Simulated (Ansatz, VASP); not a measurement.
# SnSe2: VASP beside Ansatz

Aim: how closely do two programs agree when they are given the same cell, functional and k mesh? The cell is generated by rule, not measured, and may not be a known phase. The cell is taken from a series of runs on this material, whose earlier steps may have relaxed, scaled, displaced or heated it; both programs get it as it stands.

Calculated with Ansatz 0.2.0; plane waves, with VASP 6.6.1 beside it; r2SCAN.

The structure was built from a prototype and need not be the compound's stable phase.

## Step 1: Starting point

The structure is monoclinic, space group Pm (No. 6). Conventional cell: a = 6.484 Å, b = 3.970 Å, c = 6.484 Å, α = 90.00°, β = 90.00°, γ = 90.00°. Sn has 6 Se at 2.66 to 2.92 Å nearest. Sn has 6 Se at 2.63 to 2.88 Å nearest. Se has 3 Sn at 2.69 to 2.71 Å nearest. Nearest to Se lie 3 Sn at 2.63 to 2.92 Å. Nearest to Se lie 3 Sn at 2.69 to 2.77 Å. Se has 3 Sn at 2.66 to 2.88 Å nearest. Farther neighbours and most contacts between anions are not listed.

## Step 2: VASP: single point, r2SCAN

With cell and atoms fixed, the geometry can't cause a difference; cores, projectors, grids and the points listed under the comparison can.

Lines of VASP's logs that name or quote its potential files are left out, and so is its time.

Input file INCAR:

```
SYSTEM = SnSe2
PREC = Accurate
ENCUT = 550
EDIFF = 1E-06
NELM = 120
ISMEAR = 1
SIGMA = 0.2
LREAL = .FALSE.
ALGO = Normal
METAGGA = R2SCAN
LASPH = .TRUE.
NBANDS = 32
LORBIT = 11
LWAVE = .FALSE.
LCHARG = .FALSE.
ISIF = 2
GGA_COMPAT = .FALSE.
LMIXTAU = .TRUE.
KPAR = 2
```

Input file POSCAR:

```
SnSe2
1.0
    6.4844249796      0.0000000000      0.0000000000
    0.0000000000      6.4844249796      0.0000000000
    0.0000000000      0.0000000000      3.9702852424
Sn Se
2 4
Direct
    0.0158879246      0.0093528250      0.0000000000
    0.5128669857      0.4992199319      0.5000000000
    0.2999309309      0.3164239261      0.0000000000
    0.6860248394      0.7025178346      0.0000000000
    0.7923628257      0.1771327468      0.5000000000
    0.1784567341      0.7910388383      0.5000000000
```

Input file KPOINTS:

```
Automatic mesh
0
Gamma
6 6 12
0 0 0
```

Potentials, in the order of the species: Sn_d and Se (PBE family, release 64).

Run with:

```console
$ mpirun -np 2 vasp_std
```

Numbers of over 12 decimals in the logs are rounded to 6 here.

Output:

```text
[banner, memory and clock lines left out]
running    2 mpi-ranks, on    1 nodes
 distrk:  each k-point on    1 cores,    2 groups
 distr:  one band on    1 cores,    1 groups

 POSCAR found type information on POSCAR SnSe
 POSCAR found :  2 types and       6 ions
|                                                                             |
|               ----> ADVICE to this user running VASP <----                  |
|                                                                             |
|     You enforced a specific xc type in the INCAR file but a different       |
|     [... a line on the potential file left out ...]
|     I HOPE YOU KNOW WHAT YOU ARE DOING!                                     |
|                                                                             |

 LDA part: xc-table for (None), standard interpolation
 POSCAR, INCAR and KPOINTS ok, starting setup
 FFT: planning ... GRIDC
 FFT: planning ... GRID_SOFT
 FFT: planning ... GRID
 WAVECAR not read
 entering main loop
       N       E                     dE             d eps       ncg     rms          rms(c)
DAV:   1     0.432142146454E+03    0.43214E+03   -0.24834E+04  9136   0.196E+03
DAV:   2    -0.370225834122E+02   -0.46916E+03   -0.45693E+03  9144   0.516E+02
DAV:   3    -0.113399557858E+03   -0.76377E+02   -0.74814E+02 10872   0.179E+02
DAV:   4    -0.117300286743E+03   -0.39007E+01   -0.38739E+01 10712   0.435E+01
DAV:   5    -0.117413343941E+03   -0.11306E+00   -0.11300E+00 13456   0.771E+00    0.785E+00
DAV:   6    -0.112149921360E+03    0.52634E+01   -0.36076E+00 12584   0.233E+01    0.529E+00
DAV:   7    -0.106202347988E+03    0.59476E+01   -0.17903E+00 10648   0.709E+00    0.178E+00
DAV:   8    -0.107903623321E+03   -0.17013E+01   -0.14033E+00 10088   0.731E+00    0.107E+00
DAV:   9    -0.107902285082E+03    0.13382E-02   -0.23726E-01 10056   0.302E+00    0.647E-01
DAV:  10    -0.107938801663E+03   -0.36517E-01   -0.33406E-02 10712   0.143E+00    0.340E-01
DAV:  11    -0.108038201410E+03   -0.99400E-01   -0.16064E-01  9200   0.278E+00    0.195E-01
DAV:  12    -0.108043835162E+03   -0.56338E-02   -0.99084E-03 11072   0.593E-01    0.210E-01
DAV:  13    -0.108047339735E+03   -0.35046E-02   -0.56787E-04 10192   0.181E-01    0.152E-01
DAV:  14    -0.108053306266E+03   -0.59665E-02   -0.28421E-03  9648   0.440E-01    0.112E-01
DAV:  15    -0.108055617679E+03   -0.23114E-02   -0.49744E-03  9824   0.561E-01    0.171E-01
DAV:  16    -0.108055342089E+03    0.27559E-03   -0.34737E-04 10856   0.153E-01    0.127E-01
DAV:  17    -0.108055609647E+03   -0.26756E-03   -0.52976E-04 10512   0.177E-01    0.144E-02
DAV:  18    -0.108055709242E+03   -0.99595E-04   -0.76908E-05 10496   0.554E-02    0.633E-03
DAV:  19    -0.108055722263E+03   -0.13021E-04   -0.21918E-05  9920   0.367E-02    0.222E-02
DAV:  20    -0.108055723049E+03   -0.78630E-06   -0.87010E-06  9528   0.247E-02
   1 F= -.10805572E+03 E0= -.10805665E+03  d E =0.279302E-02
```

From OUTCAR (step 2):

```text
ion  position               nearest neighbor table
   1  0.016  0.009  0.000-   6 2.66   6 2.66   5 2.69   5 2.69   3 2.71   4 2.92
   2  0.513  0.499  0.500-   4 2.63   4 2.63   3 2.69   3 2.69   5 2.77   6 2.88
   3  0.300  0.316  0.000-   2 2.69   2 2.69   1 2.71
   4  0.686  0.703  0.000-   2 2.63   2 2.63   1 2.92
   5  0.792  0.177  0.500-   1 2.69   1 2.69   2 2.77
   6  0.178  0.791  0.500-   1 2.66   1 2.66   2 2.88

  LATTYP: Found a simple tetragonal cell.
 ALAT       =     6.4844249796
 C/A-ratio  =     0.6122802338

 Subroutine GETGRP returns: Found  2 space group operations
 (whereof  2 operations were pure point group operations)

The static configuration has the point symmetry C_1h.

 Found    140 irreducible k-points:

   k-points           NKPTS =    140   k-points in BZ     NKDIM =    140   number of bands    NBANDS=     32

   dimension x,y,z NGX =    50 NGY =   50 NGZ =   30
   dimension x,y,z NGXF=   100 NGYF=  100 NGZF=   60

   ENCUT  =  550.0 eV  40.42 Ry    6.36 a.u.  12.40 12.40  7.59*2*pi/ulx,y,z

   NELECT =      52.0000    total number of electrons

 k-points in reciprocal lattice and weights: Automatic mesh
   0.00000000  0.00000000  0.00000000       0.002
   0.16666667  0.00000000  0.00000000       0.005
   0.00000000  0.16666667  0.00000000       0.005
   0.33333333  0.00000000  0.00000000       0.005
   0.00000000  0.33333333  0.00000000       0.005
   0.50000000  0.00000000  0.00000000       0.002
   0.00000000  0.50000000  0.00000000       0.002
   0.16666667  0.16666667  0.00000000       0.005
  -0.16666667  0.16666667  0.00000000       0.005
[...]
-0.33333333  0.50000000  0.50000000       0.005
   0.50000000  0.50000000  0.50000000       0.002

 average (electrostatic) potential at core
       1-109.4538       2-109.4577       3 -58.6692       4 -58.5835       5 -58.6480
       6 -58.5997

 E-fermi :   3.5608

 k-point     1 :       0.0000    0.0000    0.0000
  band No.  band energies     occupation
    ...
     22       2.3780      2.00000
     23       2.4387      2.00000
     24       2.4747      2.00000
     25       3.0823      2.00370
     26       3.1204      2.00789
     27       3.8096     -0.07081
     28       5.1230     -0.00000
     29       6.4523     -0.00000
     30       6.4651     -0.00000
     31       7.4141     -0.00000
    ...

 k-point     2 :       0.1667    0.0000    0.0000
  band No.  band energies     occupation
    ...
     22       1.9929      2.00000
     23       2.4790      2.00000
     24       2.5197      2.00000
     25       3.0710      2.00290
     26       3.2730      2.06052
     27       3.6635      0.24527
     28       5.0831     -0.00000
     29       6.4978     -0.00000
     30       6.6292     -0.00000
     31       7.5415     -0.00000
    ...

 k-point     3 :       0.0000    0.1667    0.0000
  band No.  band energies     occupation
    ...
     22       1.9883      2.00000
     23       2.4427      2.00000
     24       2.5500      2.00000
     25       3.0430      2.00154
     26       3.2930      2.06749
     27       3.6599      0.26464
     28       5.1011     -0.00000
     29       6.4227     -0.00000
     30       6.6989     -0.00000
     31       7.5396     -0.00000
    ...

  Total       -0.0309243     -0.0699341     -0.1854134      0.3924202      0.0000000      0.0000000
  in kB       -0.2967881     -0.6711733     -1.7794548      3.7661473      0.0000000      0.0000000
  external PRESSURE =      -0.9158054 kB  Pullay stress =       0.0000000 kB

  energy-cutoff  :      550.00
  volume of cell :      166.94
      direct lattice vectors                 reciprocal lattice vectors
     6.484424980  0.000000000  0.000000000     0.154215679  0.000000000  0.000000000
     0.000000000  6.484424980  0.000000000     0.000000000  0.154215679  0.000000000
     0.000000000  0.000000000  3.970285242     0.000000000  0.000000000  0.251871072

 POSITION                                       TOTAL-FORCE (eV/Angst)
 -----------------------------------------------------------------------------------
      0.10302      0.06065      0.00000         0.108958      0.034674      0.000000
      3.32565      3.23715      1.98514         0.110682     -0.009981      0.000000
      1.94488      2.05183      0.00000        -0.006920      0.100099      0.000000
      4.44848      4.55542      0.00000        -0.068767      0.021777      0.000000
      5.13802      1.14860      1.98514        -0.041114     -0.111661      0.000000
      1.15719      5.12943      1.98514        -0.102838     -0.034908      0.000000
 -----------------------------------------------------------------------------------
    total drift:                                0.000746     -0.001487     -0.000001

  FREE ENERGIE OF THE ION-ELECTRON SYSTEM (eV)
  ---------------------------------------------------
  free  energy   TOTEN  =      -108.0557230491 eV

  energy  without entropy=     -108.0585160659  energy(sigma->0) =     -108.05665405

 total charge
# of ion       s       p       d       tot
------------------------------------------
    1        1.054   0.987  10.088  12.129
    2        1.053   0.988  10.089  12.130
    3        1.469   2.380   0.023   3.872
    4        1.474   2.367   0.024   3.865
    5        1.471   2.370   0.023   3.864
    6        1.474   2.363   0.023   3.860
--------------------------------------------------
tot          7.995  11.454  20.270  39.719

[... 3 further parts left out ...]
```

The run ends at a pressure of -0.09 GPa, with forces up to 0.12 eV/Å.

## Step 3: Ansatz: single point, r2SCAN

Ansatz runs on its default PAW (the set named soft_2) files.

The same cell, functional, mesh and smearing now go to Ansatz, which takes its cutoff from its data sets.

Input file input.yaml:

```yaml
crystal:
  lattice:
    - [6.4844249796, 0.0, 0.0]
    - [0.0, 6.4844249796, 0.0]
    - [0.0, 0.0, 3.9702852424]
  atoms:
    - { symbol: Sn, position: [0.0158879246, 0.009352825, 0.0] }
    - { symbol: Sn, position: [0.5128669857, 0.4992199319, 0.5] }
    - { symbol: Se, position: [0.2999309309, 0.3164239261, 0.0] }
    - { symbol: Se, position: [0.6860248394, 0.7025178346, 0.0] }
    - { symbol: Se, position: [0.7923628257, 0.1771327468, 0.5] }
    - { symbol: Se, position: [0.1784567341, 0.7910388383, 0.5] }
kpoints:
  mp_grid: { grid: [6, 6, 12] }
hamiltonian:
  xc: r2scan
scf:
  occupations: { method: methfessel_paxton, width: 0.2 }
output:
  forces: true
  stress: true
  eigenvalues: true
```

Run with:

```console
$ ansatz run input.yaml --threads 8 --pin off --max-ram 14336MiB --backend cpu --events-out ev --progress --plain --runs-dir out
```

Output:

```text
Engine: ansatz 0.2.0, aarch64-unknown-linux-gnu
Pseudopotentials: kind: paw
Pseudopotential: Sn, paw, valence charge 14, recommended cutoff 500 eV (meta_gga), Sn.paw.azcp
Pseudopotential: Se, paw, valence charge 16, recommended cutoff 500 eV (meta_gga), Se.paw.azcp
Functional definition: r2SCAN
  parameter k0 = 0.174
  parameter k1 = 0.065
  parameter a1 = 4.9479
  exchange = r2scan_x(k0 = k0, k1 = k1, a1 = a1)
  correlation = r2scan_c
Crystal: 6 atoms, lattice volume = 166.942 Å³
Basis set: ecut = 500 eV, 4235 PW (Γ), exchange–correlation on 192×192×120 points (64 copies of the dense FFT grid, shifted against one another)
Bands: 56, of which v1, the nominal top of the filled ones, is band 46 counted from 1 (45 counted from 0)
Symmetry: 2 space group operations
Space group: Pm (ITA 6), of the structure as read, at distance tolerance 5.5e-5 Å
k-points: 140 of 432 (time reversal used)
Non-local potential: Sn, projectors of the file, l = 0: 2, l = 1: 2, l = 2: 2, l = 3: 2
Non-local potential: Se, projectors of the file, l = 0: 2, l = 1: 2, l = 2: 3, l = 3: 1
PAW form: soft (Blöchl's): semilocal exchange-correlation on the pseudo side does not see the compensation charge
PAW frozen core: Sn, regenerated for the run's functional (the file was generated under x = pbe(κ = 0.804, μ = 0.219515), c = pbe(β = 0.066725))
PAW frozen core: Se, regenerated for the run's functional (the file was generated under x = pbe(κ = 0.804, μ = 0.219515), c = pbe(β = 0.066725))
PAW one-centre angular grid: Sn, 590 points (default); XC on 249 of its mesh's 2787 points in the sphere
PAW one-centre angular grid: Se, 590 points (default); XC on 160 Gauss nodes
Initial density: superposition of atomic densities (neutral atoms: chi_scale 0, normalization atom), corrected by the library's trained network
Initial wavefunctions: pseudopotential atomic-orbital guess
Functional: x = r2scan, c = r2scan; τ floored in thin density (d = 2e-4 eV/Å³)
SCF iter   1: F=—  HF=-33991.115804 eV  |F-HF|=—  |Δ(HF+E_count)|=         —  Δρ=7.02e-3  dr2=1.14e-1  dr2_τ=1.55e-2  ethr=1.77e-3  ⟨swp⟩=7.1  Hψ=30685  notcnv=0
preconditioner: auto → Kerker (q_TF=auto, 2.470 Å⁻¹)  [metal: Δε(μ)=0.031 eV  Ē_g=10.467 eV  σ=0.200 eV  W_gap=0.13  n_scr=38 (ndim 8)  ℏωp=16.3 eV  f_vac=0.107  D(μ)=0.70/eV (n_scr^D=0)]
SCF iter   2: F=—  HF=-33991.130174 eV  |F-HF|=—  |Δ(HF+E_count)|=   1.44e-2  S|Δr|=    0.00e0  Δρ=4.12e-3  dr2=4.64e-2  dr2_τ=2.66e-4  ethr=1.24e-4  ⟨swp⟩=2.9  Hψ=15821  notcnv=0  defer=29
SCF iter   3: F=—  HF=-33991.122581 eV  |F-HF|=—  |Δ(HF+E_count)|=   7.59e-3  S|Δr|=    0.00e0  Δρ=1.27e-3  dr2=6.52e-3  dr2_τ=3.70e-5  ethr=5.04e-5  ⟨swp⟩=2.2  Hψ=8890  notcnv=0  defer=29
SCF iter   4: F=—  HF=-33991.121169 eV  |F-HF|=—  |Δ(HF+E_count)|=   1.41e-3  S|Δr|=    0.00e0  Δρ=5.37e-4  dr2=1.10e-3  dr2_τ=7.16e-6  ethr=7.08e-6  ⟨swp⟩=3.0  Hψ=14198  notcnv=0  defer=29
SCF iter   5: F=—  HF=-33991.121113 eV  |F-HF|=—  |Δ(HF+E_count)|=   5.67e-5  S|Δr|=    0.00e0  Δρ=2.12e-4  dr2=2.55e-4  dr2_τ=1.40e-6  ethr=1.20e-6  ⟨swp⟩=2.0  Hψ=9047  notcnv=0  defer=29
SCF iter   6: F=—  HF=-33991.121124 eV  |F-HF|=—  |Δ(HF+E_count)|=   1.15e-5  S|Δr|=    0.00e0  Δρ=1.24e-4  dr2=3.78e-5  dr2_τ=7.34e-7  ethr=2.77e-7  ⟨swp⟩=2.0  Hψ=11016  notcnv=0  defer=29
SCF iter   7: F=—  HF=-33991.121153 eV  |F-HF|=—  |Δ(HF+E_count)|=   2.92e-5  S|Δr|=    0.00e0  Δρ=5.49e-5  dr2=6.41e-6  dr2_τ=8.46e-8  ethr=4.11e-8  ⟨swp⟩=2.0  Hψ=12068  notcnv=0  defer=48
SCF iter   8: F=—  HF=-33991.121157 eV  |F-HF|=—  |Δ(HF+E_count)|=   3.58e-6  S|Δr|=    0.00e0  Δρ=1.52e-5  dr2=6.30e-7  dr2_τ=3.20e-8  ethr=6.96e-9  ⟨swp⟩=2.0  Hψ=13817  notcnv=0  defer=48
SCF iter   9: F=—  HF=-33991.121156 eV  |F-HF|=—  |Δ(HF+E_count)|=   3.62e-7  S|Δr|=    0.00e0  Δρ=8.30e-6  dr2=1.45e-7  dr2_τ=2.46e-9  ethr=6.85e-10  ⟨swp⟩=2.0  Hψ=13815  notcnv=0  defer=48
SCF iter  10: F=-33991.121157 eV  HF=-33991.121157 eV  |F-HF|=5.38e-9  |Δ(HF+E_count)|=   9.50e-8  S|Δr|=    0.00e0  Δρ=2.20e-6  dr2=1.52e-8  dr2_τ=1.42e-10  ethr=1.09e-10  ⟨swp⟩=10.2  Hψ=31382  notcnv=0
SCF 1 converged in 10 iterations: F = -33991.121157 eV  dr2 = 1.52e-8
  greatest PAW one-centre occupation: 1.000 electrons in one spin orbital (limit 2), on the Se atom at site 2 (counted from 0), in its partial waves of l = 2
SCF converged after 10 iterations
Stability not checked: this state was not tested for a lower state beside it, because cold or Methfessel-Paxton smearing, or corrected tetrahedra, fill the levels in a way that the test cannot read (fill_not_monotonic; see scf.lower_state_search)
Free energy (F): -33991.121157 eV
Harris-Foulkes:  -33991.121157 eV  (|F-HF|=5.38e-9)
Internal energy: -33991.123923 eV  (E = F + TS)
E sigma→0 (E₀):  -33991.121848 eV
Entropy (-TS):   0.002766 eV (0.461 meV/atom)
Fermi energy:    7.211082 eV
Step filling:    the computed levels leave a gap of 0.0077 eV = 0.0 smearing widths at the electron count; against every level under it full and every level over it empty, smearing changes F+E_penalty+E_count by +0.034 meV and its σ→0 estimate by -0.658 meV
--- Per-component energies (eV) ---
  E_band       = -1892.384992
  E_kinetic    = 846.922959
  E_local      = -12440.624233  (includes V_loc(G=0)·N_el)
  E_nonlocal   = -2444.693765
  E_hartree    = 6326.684594
  E_xc         = -1138.394154
  E_vxc        = -626.300347  (∫ρ·V_xc dr)
  E_paw        = -16027.916066  (= ΣΔE_a)
  E_vpaw       = 85.521872  (= ΣTr[D̂ρ^β])
  E_aug_tail   = -0.000838  (compensation charges beyond the density's cutoff)
  E_vtau       = 33.424638  (kinetic-family band-sum trace: ∫τ·v_τ [+ j·A + Jᵃ·Aᵃ] dr)
  E_ewald      = -9107.513979
  E_core_change = -5.588441  (= ΣΔE_core)
  E_smearing   = 0.002766  (= −TS)
  E_closure    = -0.000000  (closes the sum)
  Σ components = -33991.121157   (vs F -33991.121157, Δ=0.00e0)
--- Forces (eV/Å), atoms counted from 1 ---
  atom   1  Sn     0.11222795     0.03585849     0.00000000
  atom   2  Sn     0.11012909    -0.00939165     0.00000000
  atom   3  Se    -0.00502248     0.10161702     0.00000000
  atom   4  Se    -0.07267794     0.01743498     0.00000000
  atom   5  Se    -0.03873359    -0.11394058     0.00000000
  atom   6  Se    -0.10592584    -0.03158003     0.00000000
  max |Σ_I F_I| component: 2.81e-6 eV/Å
--- Stress (GPa, compression-positive) ---
       -0.023688       0.377100       0.000000
        0.377100      -0.058215       0.000000
        0.000000       0.000000      -0.206855
  P = ⅓ Tr σ = -0.0963 GPa (-0.963 kbar)
--- Band table (eV; the first three rows and the last of 140) ---
  k-point 0: bands = [... 42 lower, 6.0922, 6.1285, 6.7331, 6.7715, 7.4586, 8.7748, 10.1028, 10.1161, ... 6 higher]
  k-point 1: bands = [... 42 lower, 5.7269, 6.7225, 6.7898, 6.8359, 7.4097, 9.0647, 10.4580, 10.4785, ... 6 higher]
  k-point 2: bands = [... 42 lower, 4.9805, 6.7380, 6.7761, 7.2518, 7.4446, 9.6370, 10.9301, 11.2001, ... 6 higher]
  k-point 139: bands = [... 42 lower, 6.1250, 6.1475, 6.4141, 6.4144, 7.6737, 7.6892, 11.8509, 11.9316, ... 6 higher]
```

In the SCF lines HF is the Harris–Foulkes energy and dr2 the Hartree energy of the density residual, in eV; the loop may stop once dr2 is under the threshold and the program's other checks hold. Hψ counts applications of the Hamiltonian.

The run ends at a pressure of -0.10 GPa, with forces up to 0.12 eV/Å.

## Step 4: Differences

Known differences besides the potentials themselves: VASP keeps PBE cores, Ansatz makes them for the functional; the data sets hold 92 valence electrons in Ansatz (on its default PAW (the set named soft_2) files) and 52 in VASP; the cutoff is 500 eV in Ansatz and 550 eV in VASP. Total energies have different zeros and are not compared.

The two programs side by side:

```tsv
quantity	Ansatz	VASP	difference
pressure (GPa)	-0.10	-0.09	0.00
```

Forces (eV/Å; atoms numbered as in POSCAR):

```tsv
atom	Ansatz x, y, z	VASP x, y, z
Sn1	0.112, 0.036, 0.000	0.109, 0.035, 0.000
Sn2	0.110, -0.009, 0.000	0.111, -0.010, 0.000
Se3	-0.005, 0.102, 0.000	-0.007, 0.100, 0.000
Se4	-0.073, 0.017, 0.000	-0.069, 0.022, 0.000
Se5	-0.039, -0.114, 0.000	-0.041, -0.112, 0.000
Se6	-0.106, -0.032, 0.000	-0.103, -0.035, 0.000
```

The forces differ by 2.2 meV/Å r.m.s., which is 3.5 % of the r.m.s. force of 0.061 eV/Å (both taken over all components). VASP's last cycles still show a density residual of 2e-03, so its state may not be settled.

## Step 5: Outcome

```
r.m.s. force difference (single point, r2SCAN) : 2.2 meV/Å
```

What this shows: The r.m.s. force difference is 2.2 meV/Å (single point, r2SCAN), within the 12 meV/Å picked in this series as the mark of a large difference. The data sets hold unlike numbers of valence electrons (92 in Ansatz and 52 in VASP), so part of the differences may come from the potentials. Such differences can come from data sets, numerical settings and the points named under the comparisons, not from the functional's error against experiment.

[Lines on the potential files, build, host, timing and source positions are cut from VASP's logs without a mark.]

[Logs are printed without paths, hosts, clocks, repeated set-up lines and the standing remarks that a program may print on its own settings, such as how far it seeks lower states.]

[Hosts, paths, dates, database ids (printed as entryN), source tags and the programs' standing remarks are cut or masked in the printed files.]
